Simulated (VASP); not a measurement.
```
CELL_PARAMETERS angstrom
      0.00000     2.78189     2.78189
      2.78189     0.00000     2.78189
      2.78189     2.78189     0.00000
ATOMIC_POSITIONS crystal
  Na 0.00000 0.00000 0.00000
  Cl 0.50000 0.50000 0.50000
```

The numbers are results of G0W0 on PBE orbitals, VASP's PBE PAW potentials (set 64) (plane waves; VASP 6.6.1), not measurements. Settings: PREC = Normal, 500 eV cut-off, 4×4×4 Γ-centred mesh, Gaussian smearing of 0.010 eV, potentials Na_sv_GW Cl_GW.

The mesh is coarse and the basis finite, so the quasiparticle values are not converged.

NBANDS = 160, ENCUTGW = 200 eV, NOMEGA = 64. The PBE levels (eV) that the step starts from are:

```csv
state,KS energy,filling
"k1 (0.00, 0.00, 0.00), band 5",-13.45,2
"k1 (0.00, 0.00, 0.00), band 6",-0.70,2
"k1 (0.00, 0.00, 0.00), band 7",-0.70,2
"k1 (0.00, 0.00, 0.00), band 8",-0.70,2
"k1 (0.00, 0.00, 0.00), band 9",4.58,0
"k1 (0.00, 0.00, 0.00), band 10",10.37,0
"k1 (0.00, 0.00, 0.00), band 11",10.37,0
"k1 (0.00, 0.00, 0.00), band 12",10.37,0
"k3 (0.50, 0.00, 0.00), band 5",-13.07,2
"k3 (0.50, 0.00, 0.00), band 6",-2.74,2
"k3 (0.50, 0.00, 0.00), band 7",-0.99,2
"k3 (0.50, 0.00, 0.00), band 8",-0.99,2
"k3 (0.50, 0.00, 0.00), band 9",6.63,0
"k3 (0.50, 0.00, 0.00), band 10",10.28,0
"k3 (0.50, 0.00, 0.00), band 11",10.28,0
"k3 (0.50, 0.00, 0.00), band 12",10.28,0
"k7 (0.50, 0.50, 0.00), band 5",-13.02,2
"k7 (0.50, 0.50, 0.00), band 6",-2.47,2
"k7 (0.50, 0.50, 0.00), band 7",-1.33,2
"k7 (0.50, 0.50, 0.00), band 8",-1.33,2
"k7 (0.50, 0.50, 0.00), band 9",6.94,0
"k7 (0.50, 0.50, 0.00), band 10",7.31,0
"k7 (0.50, 0.50, 0.00), band 11",10.92,0
"k7 (0.50, 0.50, 0.00), band 12",14.42,0
```

Q: Give the quasiparticle energies and renormalisation factors Z.

A: 
```tsv
state	QP energy (eV)	Z
k1 (0.00, 0.00, 0.00), band 5	-15.01	0.71
k1 (0.00, 0.00, 0.00), band 6	-2.70	0.79
k1 (0.00, 0.00, 0.00), band 7	-2.70	0.79
k1 (0.00, 0.00, 0.00), band 8	-2.70	0.79
k1 (0.00, 0.00, 0.00), band 9	5.47	0.85
k1 (0.00, 0.00, 0.00), band 10	11.59	0.84
k1 (0.00, 0.00, 0.00), band 11	11.59	0.84
k1 (0.00, 0.00, 0.00), band 12	11.59	0.84
k3 (0.50, 0.00, 0.00), band 5	-14.58	0.71
k3 (0.50, 0.00, 0.00), band 6	-5.00	0.79
k3 (0.50, 0.00, 0.00), band 7	-3.04	0.79
k3 (0.50, 0.00, 0.00), band 8	-3.04	0.79
k3 (0.50, 0.00, 0.00), band 9	7.52	0.85
k3 (0.50, 0.00, 0.00), band 10	11.55	0.81
k3 (0.50, 0.00, 0.00), band 11	11.64	0.84
k3 (0.50, 0.00, 0.00), band 12	11.64	0.84
k7 (0.50, 0.50, 0.00), band 5	-14.52	0.71
k7 (0.50, 0.50, 0.00), band 6	-4.72	0.79
k7 (0.50, 0.50, 0.00), band 7	-3.44	0.79
k7 (0.50, 0.50, 0.00), band 8	-3.44	0.79
k7 (0.50, 0.50, 0.00), band 9	8.19	0.85
k7 (0.50, 0.50, 0.00), band 10	8.19	0.85
k7 (0.50, 0.50, 0.00), band 11	11.99	0.81
k7 (0.50, 0.50, 0.00), band 12	16.21	0.81
```
On the mesh the gap opens from 5.28 to 8.17 eV.

The compound is NaCl in the rock salt structure. This cell is one point of a volume scan, at 0.96 of the reference volume. The k-mesh is coarse (spacing up to 0.49 per Å, 2π included), so the numbers may not be converged in it.
